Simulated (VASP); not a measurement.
Given:

```
AlN
1.0
    0.00000     2.20055     2.20055
    2.20055     0.00000     2.20055
    2.20055     2.20055     0.00000
Al N
1 1
Direct
  0.00000   0.00000   0.00000
  0.25000   0.25000   0.25000
```

Level of theory: PBE GGA, VASP's PBE PAW potentials (set 64) (plane waves; VASP). Run with 600 eV cut-off, 10×10×10 Γ-centred mesh, Gaussian smearing of 0.050 eV, potentials Al N.

Each relaxation starts from this cell; other phases were not tried.

Task: The cell is relaxed at 5 GPa. What happens?

Result: The volume per atom goes from 10.66 to 10.39 Å³ (-2.5 %), and the cell becomes a = 4.364 Å, b = 4.364 Å, c = 4.364 Å, α = 90.00°, β = 90.00°, γ = 90.00°, space group F-43m. The gap on the mesh goes from 3.31 to 3.32 eV.

Task: The cell is relaxed at 15 GPa. What happens?

Result: The volume per atom goes from 10.66 to 9.95 Å³ (-6.6 %), and the cell becomes a = b = c = 4.302 Å, α = β = γ = 90.00°, space group F-43m. The gap on the mesh goes from 3.31 to 3.34 eV.

Failed runs are left out, and for metals the shear rows, which the mesh's noise covers.

The compound is AlN in the zinc blende structure, a metastable form; wurtzite is the usual one.
